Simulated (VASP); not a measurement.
VASP ran on this input.

**POSCAR**
```
AgI
1
    0.0000000000     3.3016816233     3.3016816233
    3.3016816233    -0.0000000000     3.3016816233
    3.3016816233     3.3016816233     0.0000000000
Ag I
1 1
Direct
  1.0000000000   1.0000000000   1.0000000000
  0.2500000000   0.2500000000   0.2500000000
```

KPOINTS:
```
Automatic mesh
0
Gamma
6 6 6
0 0 0
```

**INCAR**
```
SIGMA=0.05
EDIFF=1E-6   # SCF stop (eV)
ENCUT=350
LCHARG=.TRUE.
LMAXMIX=4   # l cut-off of mixed one-centre charges
GGA=PE   # PBE
LWAVE=.FALSE.
SYSTEM=AgI
ISMEAR=0
LREAL=.FALSE.   # projection in real space or not
NELM=100   # most electronic steps
ALGO=Normal   # blocked Davidson
PREC=Accurate
LASPH=.TRUE.   # aspherical one-centre terms
```

POTCAR, in this order: Ag I (PBE.64 set). Program: vasp_std.

Task: Translate this PBE calculation to Quantum ESPRESSO's pw.x.

Result: One equivalent input (not run):
```
&CONTROL
  calculation = 'scf'
  pseudo_dir = './pseudo'
  outdir = './out'
  tprnfor = .true.
  tstress = .true.
/
&SYSTEM
  ibrav = 0
  nat = 2
  ntyp = 2
  ecutwfc = 82
  occupations = 'smearing'
  smearing = 'gaussian'
  degauss = 0.003675
  input_dft = 'pbe'
/
&ELECTRONS
  conv_thr = 7.3e-08
  electron_maxstep = 100
/
ATOMIC_SPECIES
  Ag 107.868 Ag.upf
  I 126.904 I.upf
CELL_PARAMETERS angstrom
     0.0000000    3.3016816    3.3016816
     3.3016816   -0.0000000    3.3016816
     3.3016816    3.3016816    0.0000000
ATOMIC_POSITIONS crystal
  Ag   1.0000000  1.0000000  1.0000000
  I    0.2500000  0.2500000  0.2500000
K_POINTS automatic
  6 6 6 0 0 0
```
The two are equivalent in intent, not identical: the potentials are each code's own (VASP's PAW set, PseudoDojo norm-conserving files in pw.x), so ENCUT and ecutwfc are chosen apart and not converted; conv_thr bounds pw.x's estimated SCF error, while EDIFF bounds the energy change between steps.

The compound is AgI in the zinc blende structure, whereas wurtzite is the usual form. It was relaxed first.
